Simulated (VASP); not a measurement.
Consider the following.

```
HgSe
1.0
    3.40263     0.00000     0.00000
   -1.70132     2.94677     0.00000
    0.00000     0.00000     6.80299
Hg Se
2 2
Cartesian
  0.00000   0.00000   0.00000
  0.00000   0.00000   3.40149
  0.00000   1.96451   1.70075
  1.70132   0.98225   5.10224
```

Computed with PBEsol GGA, VASP's PBE PAW potentials (set 64) (plane waves; VASP). Run with 500 eV cut-off, 10×10×5 Γ-centred mesh, first-order Methfessel-Paxton smearing of 0.10 eV, potentials Hg Se.

Unless said otherwise, spin-orbit coupling is left out, though it shifts the bands of the heavy elements here.

Problem. Predict the energy per atom (σ→0), pressure, band gap (on the k-mesh) with the smallest direct gap where there is one.

Solution. 
band gap (on the k-mesh): none (metal, semimetal or under 0.01 eV)
energy per atom (σ→0): -1.563 eV/atom
pressure: 45.01 GPa

The structure was generated: HgSe was put into the NiAs type type (P6_3/mmc), which need not be its known phase. It was relaxed first under an external pressure of 45 GPa.
